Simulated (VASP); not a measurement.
Data:

```yaml
crystal:
  lattice:
    - [0.00000, 1.77992, 1.77992]
    - [1.77992, 0.00000, 1.77992]
    - [1.77992, 1.77992, 0.00000]
  atoms:
    - { symbol: Cu, position: [0.00000, 0.00000, 0.00000] }
```

All values below come from revTPSS meta-GGA, VASP's PBE PAW potentials (set 64) (plane waves; VASP). Numerical set-up: 520 eV cut-off, 20×20×20 Γ-centred mesh, tetrahedra with Blöchl corrections, potentials Cu.

Problem. Give the energies of bands 1 to 7 at the high-symmetry points, in eV from the Fermi level.

Solution. 
```json
[
 {"band": "1", "Γ": "-9.77", "X": "-5.24", "U": "-4.61", "L": "-5.39", "W": "-4.45"},
 {"band": "2", "Γ": "-3.21", "X": "-4.72", "U": "-4.34", "L": "-3.26", "W": "-3.77"},
 {"band": "3", "Γ": "-3.21", "X": "-1.75", "U": "-2.94", "L": "-3.26", "W": "-3.77"},
 {"band": "4", "Γ": "-3.21", "X": "-1.56", "U": "-2.20", "L": "-1.72", "W": "-2.39"},
 {"band": "5", "Γ": "-2.34", "X": "-1.56", "U": "-1.77", "L": "-1.72", "W": "-1.56"},
 {"band": "6", "Γ": "-2.34", "X": "1.42", "U": "4.41", "L": "-1.23", "W": "6.34"},
 {"band": "7", "Γ": "22.79", "X": "7.39", "U": "5.85", "L": "3.98", "W": "6.34"}
]
```

It has no gap at this level: it comes out as a metal or semimetal.

The compound is Cu in the fcc structure. It was relaxed first.
